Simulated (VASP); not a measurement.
VASP runs on Au (fcc) share one base input (PBE GGA, plane waves, VASP's PBE PAW potentials (set 64)) and change the settings named in each case.

### INCAR
```
# general
SYSTEM   =  Au
PREC     =  Accurate
ENCUT    =  400
LREAL    =  .False.
LASPH    =  .True.

# electronic loop
EDIFF    =  1E-6
NELM     =  100
ALGO     =  Normal
LMAXMIX  =  6

# smearing
ISMEAR   =  1
SIGMA    =  0.1

# functional
GGA      =  PE

# ions
ISIF     =  2

# output
LWAVE    =  .False.
LCHARG   =  .False.
```

File POSCAR:
```
Au
1
    0.0000000000     2.0400000000     2.0400000000
    2.0400000000     0.0000000000     2.0400000000
    2.0400000000     2.0400000000     0.0000000000
Au
1
Direct
  0.0000000000   0.0000000000   0.0000000000
```

### KPOINTS
```
Automatic mesh
0
Gamma
14 14 14
0 0 0
```

POTCAR, in this order: Au (PBE.64 set). Program: vasp_std.

```
change       E(σ→0) (eV/atom)  pressure (GPa)  −TS (eV)  plane waves
-----------  ----------------  --------------  --------  -----------
base run              -3.1923            9.08    0.0004          331
ENCUT = 150           -2.6607         -213.65   -0.0003           77
ENCUT = 300           -3.1975            8.34    0.0004          210
ENCUT = 350           -3.1920            8.42    0.0004          265
ENCUT = 450           -3.1925            9.16    0.0004          378
ENCUT = 500           -3.1924            9.04    0.0004          444
ENCUT = 600           -3.1925            9.12    0.0004          588
ENCUT = 800           -3.1925            9.12    0.0004          893
```
 Unless said otherwise, spin-orbit coupling is left out, though it shifts the bands of the heavy elements here.

Left out are runs that ran out of time, are held back, or changed the cell or the kind of run, fixed moments of cells without a moment, rows past the twelfth, gaps on odd meshes, pressures of charged cells and columns that move by less than the noise.

The compound is Au in the fcc structure. The cell was not relaxed at this level.
